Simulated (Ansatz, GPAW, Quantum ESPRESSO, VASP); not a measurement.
# Code comparison for YCo₂Ge₂ (I4/mmm, 5 atoms in the cell)

Self-consistent single point, at a second geometry (lattice scaled by 0.98). First geometry:

```xyz
5
Lattice="-1.9719 1.9719 5.0421 1.9719 -1.9719 5.0421 1.9719 1.9719 -5.0421" Properties=species:S:1:pos:R:3 pbc="T T T"
Y      0.0000     0.0000     0.0000
Co     0.0000     1.9719     2.5210
Co     1.9719     0.0000     2.5210
Ge     0.0000     0.0000     6.3417
Ge     0.0000     0.0000     3.7424
```

Shared settings, as Ansatz (a quantum-chemistry and plane-wave program) writes them: kpoints.mp_grid.grid = 7 7 7; scf.occupations.method = gaussian; scf.occupations.width = 0.2 eV. Potentials and cutoffs stand in the table.

```json
[
 {"code": "GPAW", "model": "LDA (Perdew-Wang 92), GPAW PAW datasets LDA (gpaw-data 1.0.1)", "ΔF from the first geometry (meV/atom)": "-17.3", "pressure (GPa)": "1.66", "largest force (eV/Å)": "0.249", "cutoff": "850 eV"},
 {"code": "Ansatz", "model": "LDA (PW92), PAW files made with PBE", "ΔF from the first geometry (meV/atom)": "-20.7", "pressure (GPa)": "0.99", "largest force (eV/Å)": "0.191", "cutoff": "default"},
 {"code": "Quantum ESPRESSO", "model": "LDA (PZ), PSlibrary ultrasoft (LDA) pseudopotentials", "ΔF from the first geometry (meV/atom)": "-12.0", "pressure (GPa)": "2.59", "largest force (eV/Å)": "0.388", "cutoff": "55 Ry"},
 {"code": "VASP", "model": "LDA (PZ), VASP's LDA PAW potentials (set 64)", "ΔF from the first geometry (meV/atom)": "-18.9", "pressure (GPa)": "0.56", "largest force (eV/Å)": "0.204", "cutoff": "300 eV"}
]
```

For VASP (by 0.7 GPa) the energy change implies a higher mean pressure, against the two pressures, than for the other programs: a sign of finite-basis (Pulay) stress.

On Ansatz's run: spin polarisation is off.

The spread over the programs that give each value: ΔF from the first geometry within 8.7 meV/atom; pressure within 2.03 GPa; largest force within 0.197 eV/Å.

Ansatz's pressure is given at a fixed set of plane waves, as the other plane-wave codes print theirs; with its correction for the finite basis it is 1.07 GPa. The same LDA comes in different parametrisations, which differ slightly. In the pressure, Quantum ESPRESSO (by 1.26) lies more than 1 GPa from the median of the plane-wave programs. In the force vectors, Quantum ESPRESSO (by 0.161) lies more than 0.08 eV/Å from the median of the plane-wave programs.

VASP's run is marked for a possible Pulay error in its stress at this cutoff; no cutoff test was made.

The starting cell comes from a database of computed structures (which also holds hypothetical and non-ambient phases and stackings), without a prior relaxation at this level. Its lattice was rescaled by a random factor within 2.5 % of one. For this run, on top of that: lattice scaled by 0.98.

Left out of this page: CP2K, Elk and SIESTA (not drawn, or without a comparable value); FLEUR (with a known weakness of the program).

Keys are those of Ansatz 0.2.
